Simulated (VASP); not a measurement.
Level of theory: PBEsol GGA, VASP's PBE PAW potentials (set 64) (plane waves; VASP).

VASP input:

**POSCAR**
```
CdZn3Se4
1
    5.7456024909    -0.0000000000    -0.0000000000
   -0.0000000000     5.7456024909     0.0000000000
   -0.0000000000     0.0000000000     5.7456024909
Zn Se Cd
3 4 1
Direct
  0.0000000000   0.0000000000   0.0000000000
  0.5000000000   0.5000000000   0.0000000000
  0.5000000000   0.0000000000   0.5000000000
  0.2614180100   0.2385819900   0.2385819900
  0.7385819900   0.7614180100   0.2385819900
  0.7385819900   0.2385819900   0.7614180100
  0.2614180100   0.7614180100   0.7614180100
  0.0000000000   0.5000000000   0.5000000000
```

INCAR:
```
EDIFFG = -0.02   ! ionic stop
ISMEAR = 0
LWAVE = F
NELM = 100   ! most electronic steps
LMAXMIX = 4
EDIFF = 1E-6   ! SCF stop (eV)
ISIF = 3
LREAL = F
SIGMA = 0.05   ! width (eV)
PREC = Accurate
LASPH = T   ! aspherical one-centre terms
SYSTEM = CdZn3Se4
LCHARG = F
GGA = PS
ENCUT = 400
NSW = 60
IBRION = 2   ! conjugate gradients
ALGO = Normal
```

### KPOINTS
```
Automatic mesh
0
Gamma
4 4 4
0 0 0
```

POTCAR, in this order: Zn Se Cd (PBE.64 set). Program: vasp_std.

Output of the run:

### OUTCAR
```
 ion  position               nearest neighbor table
   1  0.000  0.000  0.000-   4 2.45   5 2.45   6 2.45   7 2.45
   2  0.500  0.500  0.000-   4 2.45   5 2.45   6 2.45   7 2.45
   3  0.500  0.000  0.500-   4 2.45   5 2.45   6 2.45   7 2.45
   4  0.261  0.239  0.239-   1 2.45   2 2.45   3 2.45   8 2.60
   5  0.739  0.761  0.239-   1 2.45   2 2.45   3 2.45   8 2.60
   6  0.739  0.239  0.761-   1 2.45   2 2.45   3 2.45   8 2.60
   7  0.261  0.761  0.761-   1 2.45   2 2.45   3 2.45   8 2.60
   8  0.000  0.500  0.500-   4 2.60   5 2.60   6 2.60   7 2.60
  LATTYP: Found a simple cubic cell.
 ALAT       =     5.7456024909
 Subroutine PRICEL returns:
 Original cell was already a primitive cell.
 Subroutine GETGRP returns: Found 24 space group operations
The static configuration has the point symmetry D_2d.
 The point group associated with its full space group is T_d .
The dynamic configuration has the point symmetry D_2d.
 Subroutine INISYM returns: Found 24 space group operations
 Subroutine IBZKPT returns following result:
 Found     10 irreducible k-points:

 Following reciprocal coordinates:
            Coordinates               Weight
  0.000000  0.000000  0.000000      1.000000
  0.250000  0.000000  0.000000      6.000000
  0.500000  0.000000  0.000000      3.000000
  0.250000  0.250000  0.000000     12.000000
  0.500000  0.250000  0.000000     12.000000
  0.500000  0.500000  0.000000      3.000000
  0.250000  0.250000  0.250000      8.000000
  0.500000  0.250000  0.250000     12.000000
  0.500000  0.500000  0.250000      6.000000
  0.500000  0.500000  0.500000      1.000000
   k-points           NKPTS =     10   k-points in BZ     NKDIM =     10   number of bands    NBANDS=     43
   number of dos      NEDOS =    301   number of ions     NIONS =      8
   total plane-waves  NPLWV =  64000
   dimension x,y,z NGX =    40 NGY =   40 NGZ =   40
   dimension x,y,z NGXF=    80 NGYF=   80 NGZF=   80
   ions per type =               3   4   1
   PREC   = accura    normal or accurate (medium, high low for compatibility)
   ISTART =      0    job   : 0-new  1-cont  2-samecut
   ICHARG =      2    charge: 1-file 2-atom 10-const
   ISPIN  =      1    spin polarized calculation?
   LNONCOLLINEAR =      F non collinear calculations
   LSORBIT =      F    spin-orbit coupling
   INIWAV =      1    electr: 0-lowe 1-rand  2-diag
   ENCUT  =  400.0 eV  29.40 Ry    5.42 a.u.   9.37  9.37  9.37*2*pi/ulx,y,z
   NELM   =    100;   NELMIN=  2; NELMDL= -5     # of ELM steps
   EDIFF  = 0.1E-05   stopping-criterion for ELM
   LREAL  =      F    real-space projection
   NLSPLINE    = F    spline interpolate recip. space projectors
   LMAXMIX     =    4 max onsite mixed and CHGCAR
   VOSKOWN=      0    Vosko Wilk Nusair interpolation
   EDIFFG = -.2E-01   stopping-criterion for IOM
   NSW    =     60    number of steps for IOM
   NBLOCK =      1;   KBLOCK =     60    inner block; outer block
   IBRION =      2    ionic relax: 0-MD 1-quasi-New 2-CG
   NFREE  =      1    steps in history (QN), initial steepest desc. (CG)
   ISIF   =      3    stress and relaxation
   ISYM   =      2    0-nonsym 1-usesym 2-fastsym
   TEIN   =    0.0    initial temperature
   TEBEG  =    0.0;   TEEND  =   0.0 temperature during run
   SMASS  =  -3.00    Nose mass-parameter (am)
   PSTRESS=    0.0 pullay stress
   NELECT =      72.0000    total number of electrons
   EFERMI =   0.00;   METHOD = LEGACY
   ISMEAR =     0;   SIGMA  =   0.05  broadening in eV -4-tet -1-fermi 0-gaus
   IALGO  =     38    algorithm
   LDIAG  =      T    sub-space diagonalisation (order eigenvalues)
   IMIX   =      4    mixing-type and parameters
     AMIX     =   0.40;   BMIX     =  1.00
     AMIX_MAG =   1.60;   BMIX_MAG =  1.00
     AMIN     =   0.10
   GGA     = PS    functional components
   VOSKOWN =     0    Vosko Wilk Nusair interpolation
...
```

File OSZICAR:
```
       N       E                     dE             d eps       ncg     rms          rms(c)
DAV:   1     0.522673412413E+03    0.52267E+03   -0.28396E+04   860   0.152E+03
DAV:   2     0.324811200653E+02   -0.49019E+03   -0.47759E+03   887   0.380E+02
DAV:   3    -0.257149339751E+02   -0.58196E+02   -0.57568E+02   968   0.133E+02
DAV:   4    -0.276775098181E+02   -0.19626E+01   -0.19575E+01   997   0.235E+01
DAV:   5    -0.276954076960E+02   -0.17898E-01   -0.17891E-01   997   0.234E+00    0.109E+01
DAV:   6    -0.264052648301E+02    0.12901E+01   -0.33305E+00  1135   0.360E+01    0.814E+00
DAV:   7    -0.264084639386E+02   -0.31991E-02   -0.24656E+00   948   0.764E+00    0.374E+00
DAV:   8    -0.263906743698E+02    0.17790E-01   -0.13972E-01  1023   0.364E+00    0.949E-01
DAV:   9    -0.263895199304E+02    0.11544E-02   -0.16191E-02  1066   0.137E+00    0.194E-01
DAV:  10    -0.263896955481E+02   -0.17562E-03   -0.12172E-03   956   0.229E-01    0.844E-02
DAV:  11    -0.263898072287E+02   -0.11168E-03   -0.11561E-04   946   0.938E-02    0.246E-02
DAV:  12    -0.263898238200E+02   -0.16591E-04   -0.38007E-05   948   0.665E-02    0.737E-03
DAV:  13    -0.263898242718E+02   -0.45182E-06   -0.45521E-06   817   0.241E-02
   1 F= -.26389824E+02 E0= -.26389824E+02  d E =-.263898E+02
```

OUTCAR:
```
------------------------ aborting loop because EDIFF is reached ----------------------------------------
  FORCE on cell =-STRESS in cart. coord.  units (eV):
  Direction    XX          YY          ZZ          XY          YZ          ZX
  --------------------------------------------------------------------------------------
  Total       -0.0117848     -0.0117848     -0.0117848      0.0000000      0.0000000      0.0000000
  in kB       -0.0995462     -0.0995462     -0.0995462      0.0000000      0.0000000      0.0000000
  external PRESSURE =      -0.0995462 kB  Pullay stress =       0.0000000 kB
  volume of cell :      189.67
      direct lattice vectors                 reciprocal lattice vectors
     5.745602491  0.000000000  0.000000000     0.174046151  0.000000000  0.000000000
     0.000000000  5.745602491  0.000000000     0.000000000  0.174046151  0.000000000
     0.000000000  0.000000000  5.745602491     0.000000000  0.000000000  0.174046151
 POSITION                                       TOTAL-FORCE (eV/Angst)
 -----------------------------------------------------------------------------------
      0.00000      0.00000      0.00000         0.000000     -0.000000     -0.000000
      2.87280      2.87280      0.00000         0.000000     -0.000000     -0.000000
      2.87280      0.00000      2.87280         0.000000     -0.000000     -0.000000
      1.50200      1.37080      1.37080         0.002377     -0.002377     -0.002377
      4.24360      4.37481      1.37080        -0.002377      0.002377     -0.002377
      4.24360      1.37080      4.37481        -0.002377     -0.002377      0.002377
      1.50200      4.37481      4.37481         0.002377      0.002377      0.002377
      0.00000      2.87280      2.87280         0.000000      0.000000     -0.000000
 -----------------------------------------------------------------------------------
    total drift:                               -0.000000     -0.000000     -0.000000
  FREE ENERGIE OF THE ION-ELECTRON SYSTEM (eV)
  ---------------------------------------------------
  free  energy   TOTEN  =       -26.3898242718 eV

  energy  without entropy=      -26.3898242718  energy(sigma->0) =      -26.38982427

 reached required accuracy - stopping structural energy minimisation
```
(Selected blocks of OUTCAR.)

File OUTCAR:
```
 val. band max:        1.4209348293   @ k =   0.0000   0.0000   0.0000

 cond. band min:       2.4030557123   @ k =   0.0000   0.0000   0.0000


 Fermi energy:         1.6602108301

 k-point     1 :       0.0000    0.0000    0.0000
  band No.  band energies     occupation
      1     -11.7728      2.00000
      2     -10.8170      2.00000
      3     -10.8170      2.00000
      4     -10.8170      2.00000
      5      -6.2854      2.00000
      6      -6.2854      2.00000
      7      -6.2854      2.00000
      8      -6.2721      2.00000
      9      -6.2721      2.00000
     10      -5.1038      2.00000
     11      -5.0577      2.00000
     12      -5.0577      2.00000
     13      -5.0577      2.00000
     14      -4.9451      2.00000
     15      -4.9451      2.00000
     16      -4.9152      2.00000
     17      -4.9152      2.00000
     18      -4.9152      2.00000
     19      -4.7541      2.00000
     20      -4.7541      2.00000
     21      -4.7404      2.00000
     22      -4.6515      2.00000
     23      -4.6515      2.00000
     24      -4.6515      2.00000
     25      -3.4508      2.00000
     26      -3.4508      2.00000
     27      -2.9065      2.00000
     28      -0.7829      2.00000
     29      -0.7829      2.00000
     30      -0.7829      2.00000
     31      -0.7058      2.00000
     32      -0.7058      2.00000
     33      -0.7058      2.00000
     34       1.4209      2.00000
     35       1.4209      2.00000
     36       1.4209      2.00000
     37       2.4031      0.00000
     38       4.3113      0.00000
     39       4.3113      0.00000
     40       4.3113      0.00000
     41       4.5911      0.00000
     42       5.0274      0.00000
     43       5.0274      0.00000

 k-point     2 :       0.2500    0.0000    0.0000
  band No.  band energies     occupation
      1     -11.6530      2.00000
      2     -10.9680      2.00000
      3     -10.8159      2.00000
      4     -10.8159      2.00000
      5      -6.3433      2.00000
...
```

The structure was generated: CdZn3Se4 was put into an ordered model structure (P-43m), which need not be its known phase. It was relaxed first. The start is the result of an earlier pass.
